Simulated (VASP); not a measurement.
Input:

```xyz
2
Lattice="0.0000 2.4161 2.4161 2.4161 0.0000 2.4161 2.4161 2.4161 0.0000" Properties=species:S:1:pos:R:3 pbc="T T T"
Na     0.0000     0.0000     0.0000
H      2.4161     2.4161     2.4161
```

Computed with PBE GGA, VASP's PBE PAW potentials (set 64) (plane waves; VASP). Numerical set-up: 520 eV cut-off, 11×11×11 Γ-centred mesh, tetrahedra with Blöchl corrections, potentials Na_pv H.

### Question
Estimate the energy per atom (σ→0).

### Answer

- energy per atom (σ→0) = -2.544 eV/atom

Total energies compare only between runs with the same potentials, cut-off and functional.

The compound is NaH in the rock salt structure. It was relaxed first.
